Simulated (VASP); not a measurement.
# Ca3ZnSe4 (P-43m) in VASP: further runs

One crystal, Ca3ZnSe4, is run at these levels: LDA, PW91, vdW-DF-cx, BLYP; tasks: single point, relaxation of the atoms.

All numbers are computed with VASP 6.6.1; they aren't measurements. Logs are shortened: lines on timing, memory, paths and dates and some standing lists are left out, and cuts for length are marked.

## 1. The undisturbed crystal

The structure is cubic, space group P-43m (No. 215). The conventional cell has a = 6.382 Å, b = 6.382 Å, c = 6.382 Å, α = 90.00°, β = 90.00°, γ = 90.00°. Around Se (site symmetry 3m) lie 1 Zn at 2.54 Å and 3 Ca at 2.84 Å. Around Zn (site symmetry -43m) lie 4 Se at 2.54 Å. Ca (site symmetry -42m) is surrounded by 4 Se at 2.84 Å.

The cell comes from a database or a generator and needn't be the stable form of this composition.

## 2. Single point, LDA (volume scaled by 0.96)

File INCAR:

```
SYSTEM = Ca3ZnSe4
  PREC = Accurate
  ENCUT = 520
  EDIFF = 1E-5
  ISMEAR = -1
  SIGMA = 0.02
  LREAL = .FALSE.
  LASPH = .TRUE.
  NELM = 60
  ALGO = Normal
  ISIF = 2
  LWAVE = .FALSE.
  LCHARG = .FALSE.
  NBANDS = 37
```

File Ca3ZnSe4.cif:

```cif
data_Ca3ZnSe4
_cell_length_a 6.29558341
_cell_length_b 6.29558341
_cell_length_c 6.29558341
_cell_angle_alpha 90.00000000
_cell_angle_beta 90.00000000
_cell_angle_gamma 90.00000000
_space_group_name_H-M_alt 'P-43m'
_space_group_name_Hall 'P -4 2 3'
_space_group_IT_number 215
loop_
_space_group_symop_operation_xyz
'x,y,z'
'y,-x,-z'
'-x,-y,z'
'-y,x,-z'
'x,-y,-z'
'y,x,z'
'-x,y,-z'
'-y,-x,z'
'z,x,y'
'-z,y,-x'
'z,-x,-y'
'-z,-y,x'
'-z,x,-y'
'z,y,x'
'-z,-x,y'
'z,-y,-x'
'y,z,x'
'-x,-z,y'
'-y,z,-x'
'x,-z,-y'
'-y,-z,x'
'x,z,y'
'y,-z,-x'
'-x,z,-y'
loop_
_atom_site_label
_atom_site_type_symbol
_atom_site_symmetry_multiplicity
_atom_site_Wyckoff_symbol
_atom_site_fract_x
_atom_site_fract_y
_atom_site_fract_z
_atom_site_occupancy
Se1 Se 4 e 0.2300930000 0.2300930000 0.2300930000 1
Zn1 Zn 1 a 0.0000000000 0.0000000000 0.0000000000 1
Ca1 Ca 3 c 0.5000000000 0.0000000000 0.5000000000 1
```

File KPOINTS:

```
regular mesh
0
G
  4 4 4
  0 0 0
```

File POSCAR:

```
Se Zn Ca
 1.0000000000000000
     6.2955834099999999    0.0000000000000000    0.0000000000000000
     0.0000000000000000    6.2955834099999999    0.0000000000000000
     0.0000000000000000    0.0000000000000000    6.2955834099999999
 Se  Zn  Ca 
   4   1   3
Cartesian
  1.4485696735571298  1.4485696735571298  1.4485696735571298
  1.4485696735571298  4.8470137364428698  4.8470137364428698
  4.8470137364428698  4.8470137364428698  1.4485696735571298
  4.8470137364428698  1.4485696735571298  4.8470137364428698
  0.0000000000000000  0.0000000000000000  0.0000000000000000
  3.1477917049999999  0.0000000000000000  3.1477917049999999
  0.0000000000000000  3.1477917049999999  3.1477917049999999
  3.1477917049999999  3.1477917049999999  0.0000000000000000
```

Potentials or basis: VASP PAW LDA potentials, release 64 (Se, Zn, Ca_sv).

The run is started by

```console
ase convert -i cif -o vasp Ca3ZnSe4.cif POSCAR
cat potpaw_LDA.64/Se/POTCAR potpaw_LDA.64/Zn/POTCAR potpaw_LDA.64/Ca_sv/POTCAR > POTCAR
mpirun -np 1 vasp_std > vasp.out
```

OUTCAR:

```text
SYSTEM = Ca3ZnSe4
   PREC = Accurate
   ENCUT = 520
   EDIFF = 1E-5
   ISMEAR = -1
   LREAL = .FALSE.
   LASPH = .TRUE.
   NELM = 60
   ISIF = 2

 ion  position               nearest neighbor table
   1  0.230  0.230  0.230-   5 2.51   6 2.81   7 2.81   8 2.81
   2  0.230  0.770  0.770-   5 2.51   6 2.81   7 2.81   8 2.81
   3  0.770  0.770  0.230-   5 2.51   6 2.81   7 2.81   8 2.81
   4  0.770  0.230  0.770-   5 2.51   6 2.81   7 2.81   8 2.81
   5  0.000  0.000  0.000-   1 2.51   2 2.51   3 2.51   4 2.51
   6  0.500  0.000  0.500-   1 2.81   2 2.81   3 2.81   4 2.81
   7  0.000  0.500  0.500-   1 2.81   2 2.81   3 2.81   4 2.81
   8  0.500  0.500  0.000-   1 2.81   2 2.81   3 2.81   4 2.81

  LATTYP: Found a simple cubic cell.
 ALAT       =     6.2955834100

  Lattice vectors:

 A1 = (   6.2955834100,   0.0000000000,   0.0000000000)
 A2 = (   0.0000000000,   6.2955834100,   0.0000000000)
 A3 = (   0.0000000000,   0.0000000000,   6.2955834100)

Analysis of symmetry for initial positions (statically):
=====================================================================
 Subroutine PRICEL returns:
 Original cell was already a primitive cell.

 Routine SETGRP: Setting up the symmetry group for a
 simple cubic supercell.

 Subroutine GETGRP returns: Found 24 space group operations
 (whereof 24 operations were pure point group operations)
 out of a pool of 48 trial point group operations.

The static configuration has the point symmetry T_d .

Analysis of symmetry for dynamics (positions and initial velocities):
=====================================================================
 Subroutine PRICEL returns:
 Original cell was already a primitive cell.

 Routine SETGRP: Setting up the symmetry group for a
 simple cubic supercell.

 Subroutine GETGRP returns: Found 24 space group operations
 (whereof 24 operations were pure point group operations)
 out of a pool of 48 trial point group operations.

The dynamic configuration has the point symmetry T_d .

 Subroutine INISYM returns: Found 24 space group operations
 (whereof 24 operations are pure point group operations),
 and found     1 'primitive' translations

----------------------------------------------------------------------------------------

                                     Primitive cell

  volume of cell :     249.5215

  direct lattice vectors                    reciprocal lattice vectors
     6.295583410  0.000000000  0.000000000     0.158841514  0.000000000  0.000000000
     0.000000000  6.295583410  0.000000000     0.000000000  0.158841514  0.000000000
     0.000000000  0.000000000  6.295583410     0.000000000  0.000000000  0.158841514

  length of vectors
     6.295583410  6.295583410  6.295583410     0.158841514  0.158841514  0.158841514

  position of ions in fractional coordinates (direct lattice)
     0.230093000  0.230093000  0.230093000
     0.230093000  0.769907000  0.769907000
     0.769907000  0.769907000  0.230093000
     0.769907000  0.230093000  0.769907000
     0.000000000  0.000000000  0.000000000
     0.500000000  0.000000000  0.500000000
     0.000000000  0.500000000  0.500000000
     0.500000000  0.500000000  0.000000000

  ion indices of the primitive-cell ions
   primitive index   ion index
                 1           1
                 2           2
                 3           3
                 4           4
                 5           5
                 6           6
                 7           7
                 8           8

----------------------------------------------------------------------------------------

 KPOINTS: regular mesh

Automatic generation of k-mesh.
 Grid dimensions read from file:
 generate k-points for:    4    4    4

 Generating k-lattice:

  Cartesian coordinates                     Fractional coordinates (reciprocal lattice)
     0.039710378  0.000000000  0.000000000     0.250000000  0.000000000  0.000000000
     0.000000000  0.039710378  0.000000000     0.000000000  0.250000000  0.000000000
     0.000000000  0.000000000  0.039710378     0.000000000  0.000000000  0.250000000

  Length of vectors
     0.039710378  0.039710378  0.039710378

  Shift w.r.t. Gamma in fractional coordinates (k-lattice)
     0.000000000  0.000000000  0.000000000

 Subroutine IBZKPT returns following result:
 ===========================================

 Found     10 irreducible k-points:

 Following reciprocal coordinates:
            Coordinates               Weight
  0.000000  0.000000  0.000000      1.000000
  0.250000  0.000000  0.000000      6.000000
  0.500000  0.000000  0.000000      3.000000
  0.250000  0.250000  0.000000     12.000000
  0.500000  0.250000  0.000000     12.000000
  0.500000  0.500000  0.000000      3.000000
  0.250000  0.250000  0.250000      8.000000
  0.500000  0.250000  0.250000     12.000000
  0.500000  0.500000  0.250000      6.000000
  0.500000  0.500000  0.500000      1.000000
   k-points           NKPTS =     10   k-points in BZ     NKDIM =     10   number of bands    NBANDS=     37
   number of dos      NEDOS =    301   number of ions     NIONS =      8
   total plane-waves  NPLWV = 110592
   dimension x,y,z NGX =    48 NGY =   48 NGZ =   48
   dimension x,y,z NGXF=    96 NGYF=   96 NGZF=   96
   ions per type =               4   1   3
   NGX,Y,Z   is equivalent  to a cutoff of  12.68, 12.68, 12.68 a.u.
   NGXF,Y,Z  is equivalent  to a cutoff of  25.35, 25.35, 25.35 a.u.
 SYSTEM =  Ca3ZnSe4
   PREC   = accura    normal or accurate (medium, high low for compatibility)
   ISTART =      0    job   : 0-new  1-cont  2-samecut
   ICHARG =      2    charge: 1-file 2-atom 10-const
   ISPIN  =      1    spin polarized calculation?
   LNONCOLLINEAR =      F non collinear calculations
   LSORBIT =      F    spin-orbit coupling
   LASPH  =      T    aspherical Exc in radial PAW
   ENCUT  =  520.0 eV  38.22 Ry    6.18 a.u.  11.71 11.71 11.71*2*pi/ulx,y,z
   NELM   =     60;   NELMIN=  2; NELMDL= -5     # of ELM steps
   EDIFF  = 0.1E-04   stopping-criterion for ELM
   LREAL  =      F    real-space projection
   EDIFFG = 0.1E-03   stopping-criterion for IOM
   NSW    =      0    number of steps for IOM
   IBRION =     -1    ionic relax: 0-MD 1-quasi-New 2-CG
   NFREE  =      0    steps in history (QN), initial steepest desc. (CG)
   ISIF   =      2    stress and relaxation
   ISYM   =      2    0-nonsym 1-usesym 2-fastsym
   POTIM  = 0.5000    time-step for ionic-motion
   TEBEG  =    0.0;   TEEND  =   0.0 temperature during run
   PSTRESS=    0.0 pullay stress
   NELECT =      66.0000    total number of electrons
   NUPDOWN=      -1.0000    fix difference up-down
   EMIN   =  10.00;   EMAX   =-10.00  energy-range for DOS
   EFERMI =   0.00;   METHOD = LEGACY
   ISMEAR =    -1;   SIGMA  =   0.02  broadening in eV -4-tet -1-fermi 0-gaus
   EFERMI_NEDOS =   21; number of points for ismear=-14 and -15
   IALGO  =     38    algorithm
   IMIX   =      4    mixing-type and parameters
     AMIX     =   0.40;   BMIX     =  1.00
     AMIX_MAG =   1.60;   BMIX_MAG =  1.00
  volume/ion in A,a.u.               =      31.19       210.48
  Fermi-wavevector in a.u.,A,eV,Ry     =   1.050881  1.985877 15.025603  1.104351
  Thomas-Fermi vector in A             =   2.185902
   LORBIT       =      0    0 simple, 1 ext, 2 COOP (PROOUT), +10 PAW based schemes
   GGA     = CA    functional components
   LHFCALC =     F    Hartree Fock is set to
   AEXX    =    0.0000 exact exchange contribution
   IVDW    =     0    specifies the selected vdW correction
   LEPSILON=     F    determine dielectric tensor
   LRPA    =     F    only Hartree local field effects (RPA)
 non-spin polarized calculation
  energy-cutoff  :      520.00
  volume of cell :      249.52
 maximum number of plane-waves:      6776
 NGX is ok and might be reduce to    48
   NGX = 23   NGY = 23   NGZ = 23

 number of electron      65.9999998 magnetization

 Free energy of the ion-electron system (eV)
  ---------------------------------------------------
  ext. energy  EPLUGINS =         0.00000000
  ---------------------------------------------------
  free energy    TOTEN  =       -36.45227491 eV

  energy without entropy =      -36.45227491  energy(sigma->0) =      -36.45227491

 E-fermi :   0.5680     XC(G=0):  -8.4528

 val. band max:        0.0833471842   @ k =   0.5000   0.0000   0.0000
 cond. band min:       1.9891661788   @ k =   0.0000   0.0000   0.0000
 fundamental gap:      1.9058189946
 Fermi energy:         0.5680146741

 k-point     1 :       0.0000    0.0000    0.0000
  band No.  band energies     occupation
      1     -38.6361      2.00000
      2     -38.6327      2.00000
      3     -38.6327      2.00000
      4     -20.0411      2.00000
      5     -20.0411      2.00000
      6     -20.0411      2.00000
[... 29 lines left out ...]
     36       3.3893      0.00000
     37       3.3893      0.00000

 k-point     2 :       0.2500    0.0000    0.0000
  band No.  band energies     occupation
      1     -38.6357      2.00000
      2     -38.6331      2.00000
      3     -38.6327      2.00000
      4     -20.0393      2.00000
      5     -20.0393      2.00000
      6     -20.0369      2.00000
[... 29 lines left out ...]
     36       3.5688      0.00000
     37       3.5688      0.00000

 k-point     3 :       0.5000    0.0000    0.0000
  band No.  band energies     occupation
      1     -38.6350      2.00000
      2     -38.6338      2.00000
      3     -38.6327      2.00000
      4     -20.0373      2.00000
      5     -20.0373      2.00000
      6     -20.0320      2.00000
[... 29 lines left out ...]
     36       3.7618      0.00000
     37       3.8305      0.00000
[... 201 lines left out ...]
 k-point     9 :       0.5000    0.5000    0.2500
  band No.  band energies     occupation
      1     -38.6338      2.00000
      2     -38.6338      2.00000
      3     -38.6338      2.00000
      4     -20.0635      2.00000
      5     -20.0210      2.00000
      6     -20.0124      2.00000
[... 29 lines left out ...]
     36       4.5390      0.00000
     37       4.5390      0.00000

 k-point    10 :       0.5000    0.5000    0.5000
  band No.  band energies     occupation
      1     -38.6338      2.00000
      2     -38.6338      2.00000
      3     -38.6338      2.00000
      4     -20.0707      2.00000
      5     -20.0124      2.00000
      6     -20.0124      2.00000
[... 29 lines left out ...]
     36       4.7523      0.00000
     37       4.7523      0.00000

------------------------ aborting loop because EDIFF is reached ----------------------------------------

  FORCE on cell =-STRESS in cart. coord.  units (eV):
  Direction    XX          YY          ZZ          XY          YZ          ZX
  --------------------------------------------------------------------------------------
  -------------------------------------------------------------------------------------
  Total       -2.4709821     -2.4709821     -2.4709821      0.0000000      0.0000000     -0.0000000
  in kB      -15.8661747    -15.8661747    -15.8661747      0.0000000      0.0000000     -0.0000000
  external PRESSURE =     -15.8661747 kB  Pullay stress =       0.0000000 kB

 VOLUME and BASIS-vectors are now :
 -----------------------------------------------------------------------------
  energy-cutoff  :      520.00
  volume of cell :      249.52
      direct lattice vectors                 reciprocal lattice vectors
     6.295583410  0.000000000  0.000000000     0.158841514  0.000000000  0.000000000
     0.000000000  6.295583410  0.000000000     0.000000000  0.158841514  0.000000000
     0.000000000  0.000000000  6.295583410     0.000000000  0.000000000  0.158841514

 POSITION                                       TOTAL-FORCE (eV/Angst)
 -----------------------------------------------------------------------------------
      1.44857      1.44857      1.44857        -0.089451     -0.089451     -0.089451
      1.44857      4.84701      4.84701        -0.089451      0.089451      0.089451
      4.84701      4.84701      1.44857         0.089451      0.089451     -0.089451
      4.84701      1.44857      4.84701         0.089451     -0.089451      0.089451
      0.00000      0.00000      0.00000        -0.000000     -0.000000      0.000000
      3.14779      0.00000      3.14779        -0.000000     -0.000000      0.000000
      0.00000      3.14779      3.14779        -0.000000      0.000000      0.000000
      3.14779      3.14779      0.00000        -0.000000     -0.000000      0.000000
 -----------------------------------------------------------------------------------
    total drift:                                0.000000      0.000000     -0.000000

  FREE ENERGIE OF THE ION-ELECTRON SYSTEM (eV)
  ---------------------------------------------------
  free  energy   TOTEN  =       -36.4522749139 eV

  energy  without entropy=      -36.4522749139  energy(sigma->0) =      -36.45227491
```

It took 51 s on 1 thread of AMD EPYC 9R45 (Zen 5), shared host; peak memory 0.27 GiB.

What came out:

```
Free energy            : -36.4523 eV
Pressure               : -1.6 GPa
Largest force          : 0.155 eV/Å
Band gap on the k mesh : 1.91 eV, indirect (least direct gap 1.99 eV)
```

Forces in eV/Å, atoms in the order of the input:
```
Se  -0.089 -0.089 -0.089
Se  -0.089  0.089  0.089
Se   0.089  0.089 -0.089
Se   0.089 -0.089  0.089
Zn   0.000  0.000  0.000
Ca   0.000  0.000  0.000
Ca   0.000  0.000  0.000
Ca   0.000  0.000  0.000
```

Levels at points of the mesh, in eV from the valence-band top:
```
           k point  band 30  band 31  band 32  band 33  band 34  band 35  band 36  band 37
(0.00, 0.00, 0.00)    -0.16    -0.09    -0.09    -0.09     1.91     3.31     3.31     3.31
(0.50, 0.00, 0.00)    -0.21    -0.21     0.00     0.00     3.67     3.68     3.68     3.75
(0.50, 0.50, 0.00)    -0.17    -0.14    -0.14    -0.04     3.67     4.05     4.27     4.27
(0.50, 0.50, 0.50)    -0.16    -0.10    -0.10    -0.10     2.67     4.67     4.67     4.67
```

## 3. Relaxation of the atoms, PW91 (atoms moved at random, drawn with an rms of 0.05 Å)

File run.py:

```python
from ase.calculators.vasp import Vasp
from ase.io import read
from ase.optimize import BFGSLineSearch

atoms = read('Ca3ZnSe4.cif')
calc = Vasp(
    directory='calc',
    pp='PBE',
    setups='recommended',
    prec='Accurate',
    encut=520,
    ediff=1e-07,
    ismear=0,
    sigma=0.05,
    lreal=False,
    lasph=True,
    nelm=60,
    algo='Normal',
    isif=2,
    lwave=False,
    lcharg=False,
    gga='91',
    kpts=[3, 3, 3],
    gamma=True,
)
atoms.calc = calc
opt = BFGSLineSearch(atoms, trajectory='relax.traj')
converged = opt.run(fmax=0.01, steps=40)
print('converged:', converged)

print('energy (eV):', atoms.get_potential_energy())
print('free energy (eV):', atoms.get_potential_energy(force_consistent=True))
print('forces (eV/A):')
print(atoms.get_forces())
print('stress (eV/A^3, Voigt):', atoms.get_stress())
print('Fermi level (eV):', calc.get_fermi_level())
print('cell (A, degrees):', atoms.cell.cellpar())
print('volume (A^3):', atoms.get_volume())
print('scaled positions:')
print(atoms.get_scaled_positions())
```

File Ca3ZnSe4.cif:

```cif
data_Ca3ZnSe4
_cell_length_a 6.38183500
_cell_length_b 6.38183500
_cell_length_c 6.38183500
_cell_angle_alpha 90.00000000
_cell_angle_beta 90.00000000
_cell_angle_gamma 90.00000000
_space_group_name_H-M_alt 'P1'
_space_group_name_Hall 'P 1'
_space_group_IT_number 1
loop_
_space_group_symop_operation_xyz
'x,y,z'
loop_
_atom_site_label
_atom_site_type_symbol
_atom_site_symmetry_multiplicity
_atom_site_Wyckoff_symbol
_atom_site_fract_x
_atom_site_fract_y
_atom_site_fract_z
_atom_site_occupancy
Se1 Se 1 a 0.2254420000 0.2290730000 0.2390530000 1
Se2 Se 1 a 0.2283600000 0.7728180000 0.7702310000 1
Se3 Se 1 a 0.7685520000 0.2287400000 0.7626540000 1
Se4 Se 1 a 0.7679830000 0.7727570000 0.2308230000 1
Zn1 Zn 1 a -0.0055550000 -0.0040640000 -0.0033540000 1
Ca1 Ca 1 a 0.4971260000 -0.0045170000 0.5005100000 1
Ca2 Ca 1 a 0.4980890000 0.4973180000 0.0004240000 1
Ca3 Ca 1 a -0.0076550000 0.5059880000 0.4954020000 1
```

Potentials or basis: VASP PAW PBE potentials, release 64 (Se, Zn, Ca_sv).

The run is started by

```console
python run.py
```

Run time: 14 min. Hardware: 1 thread of AMD EPYC 9R45 (Zen 5), shared host; peak memory 0.36 GiB.

It converged, with:

```yaml
Free_energy: -32.8482 eV
Energy_gained_by_relaxing: 3.4 meV/atom
Ionic_steps: 6
Pressure_after_relaxing: -0.1 GPa
Largest_force_after_relaxing: 0.007 eV/Å
Band_gap_on_the_k_mesh: 2.04 eV, indirect (least direct gap 2.10 eV)
```

Forces on the atoms (eV/Å):
```
Se   0.001  0.000 -0.002
Se  -0.002 -0.003  0.000
Se  -0.004 -0.001  0.004
Se   0.003  0.002 -0.004
Zn   0.000  0.006 -0.004
Ca   0.000 -0.001 -0.001
Ca   0.000  0.003  0.003
Ca   0.001 -0.005  0.003
```

The path:
```csv
step,energy change (eV),largest force (eV/Å),pressure (GPa)
1,0.0000,0.2705,-0.08
2,-0.0223,0.1253,-0.11
3,-0.0262,0.0267,-0.12
4,-0.0267,0.0272,-0.12
5,-0.0272,0.0187,-0.12
6,-0.0273,0.0068,-0.12
```

Final structure:
```
Se Zn Ca
1.0
     6.38183    0.00000    0.00000
     0.00000    6.38183    0.00000
     0.00000    0.00000    6.38183
Se Zn Ca
4 1 3
Direct
  0.22598 0.22961 0.22952
  0.22667 0.77010 0.76995
  0.76754 0.22951 0.76929
  0.76599 0.76991 0.22910
  0.99657 0.99933 0.99988
  0.49649 0.00011 0.49964
  0.49657 0.49896 0.99908
  0.99654 0.50057 0.49929
```

Levels at points of the mesh, in eV from the valence-band top:
```tsv
k point	band 29	band 30	band 31	band 32	band 33	band 34	band 35	band 36	band 37	band 38
(0.00, 0.00, 0.00)	-0.15	-0.14	-0.05	-0.05	-0.05	2.04	3.51	3.51	3.51	3.87
```

Caveat: the PAW data sets were made with another functional, which shifts forces and pressure a little; an odd mesh through Γ misses points on the zone boundary, where band edges often lie.

(Part 1 of 2 ends here.)
